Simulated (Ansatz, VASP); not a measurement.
# Hf2Pd2Se2Br2O3: VASP beside Ansatz

Contents of INCAR:

```
ALGO = Normal
EDIFF = 1E-7
ENCUT = 520
GGA = PE
ISIF = 2
ISMEAR = -1
KPAR = 4
LASPH = True
LCHARG = False
LREAL = False
LWAVE = False
NBANDS = 53
NELM = 60
PREC = Accurate
SIGMA = 0.05
```

KPOINTS

```
k-points
0
Gamma
  5 5 4
```

POSCAR

```
Hf2Pd2Se2Br2O3
1.0
    5.6430919006      0.0048587471     -0.0028016163
   -0.5167316723      5.7272873267      0.0334332739
   -1.4540486405     -0.9075081628      6.5101921365
Hf Pd Se Br O
2 2 2 2 3
Direct
    0.7454000000      0.3960200000      0.3498900000
    0.2876300000      0.4532200000      0.5940100000
    0.9085400000      0.1329400000      0.8484900000
    0.2524900000      0.9032300000      0.3587400000
    0.6346900000      0.4035500000      0.9371600000
    0.6259700000      0.7817400000      0.5302300000
    0.8527300000      0.9908900000      0.1535500000
    0.2252600000      0.8208400000      0.8622300000
    0.9604000000      0.2892500000      0.5902600000
    0.4323300000      0.2452400000      0.4086400000
    0.0745700000      0.5830800000      0.3668200000
```

The input input.yaml:

```yaml
crystal:
  lattice:
    - [5.6430919006, 0.0048587471, -0.0028016163]
    - [-0.5167316723, 5.7272873267, 0.0334332739]
    - [-1.4540486405, -0.9075081628, 6.5101921365]
  atoms:
    - { symbol: Hf, position: [0.7454, 0.39602, 0.34989] }
    - { symbol: Hf, position: [0.28763, 0.45322, 0.59401] }
    - { symbol: Pd, position: [0.90854, 0.13294, 0.84849] }
    - { symbol: Pd, position: [0.25249, 0.90323, 0.35874] }
    - { symbol: Se, position: [0.63469, 0.40355, 0.93716] }
    - { symbol: Se, position: [0.62597, 0.78174, 0.53023] }
    - { symbol: Br, position: [0.85273, 0.99089, 0.15355] }
    - { symbol: Br, position: [0.22526, 0.82084, 0.86223] }
    - { symbol: O, position: [0.9604, 0.28925, 0.59026] }
    - { symbol: O, position: [0.43233, 0.24524, 0.40864] }
    - { symbol: O, position: [0.07457, 0.58308, 0.36682] }
hamiltonian:
  xc: pbe
  pseudopotentials: { kind: paw }
kpoints:
  mp_grid: { grid: [5, 5, 4] }
scf:
  occupations: { method: fermi_dirac, width: 0.05 }
output:
  forces: true
  stress: true
  eigenvalues: true
```

Change from the starting cell: volume scaled by 0.94.

Alike in both runs: task single point; functional PBE; k mesh 5 × 5 × 4; occupations fermi-dirac, width 0.05 eV; no spin polarisation.

|  | VASP | Ansatz |
| --- | --- | --- |
| version | VASP 6.6.1 | Ansatz 0.2.0 |
| potentials or method | VASP PAW PBE potentials, release 64 (Hf_pv, Pd, Se, Br, O) | Ansatz PAW |
| plane-wave cutoff (eV) | 520 | 420 |
| valence electrons in the cell | 84 | 152 |

|  | VASP | Ansatz | Ansatz less VASP |
| --- | --- | --- | --- |
| gap on the k mesh at the Fermi level (eV) | 0.23 | 0.24 | +0.016 |
| least direct gap on the mesh (eV) | 0.53 | 0.54 | +0.011 |
| pressure (GPa) | 6.5 | 7.1 | +0.62 |
| largest component of the traceless stress (GPa) | 0.75 | 0.93 | +0.176 |
| rms of the force components (eV/Å) | 0.285 | 0.336 | +0.0511 |

Atom by atom the forces differ by 0.065 eV/Å (rms over components). The functional is the same, so the differences come from potentials, cutoffs and numerics. The two sets of potentials don't hold the same shells in valence.

Caveats: spin-orbit coupling is left out, which moves the levels of the heavy elements; an odd mesh through Γ misses points on the zone boundary, where band edges often lie (VASP); odd divisions of the mesh miss points on the zone boundary, where band edges often lie, so the gap on the mesh can be too wide (Ansatz).
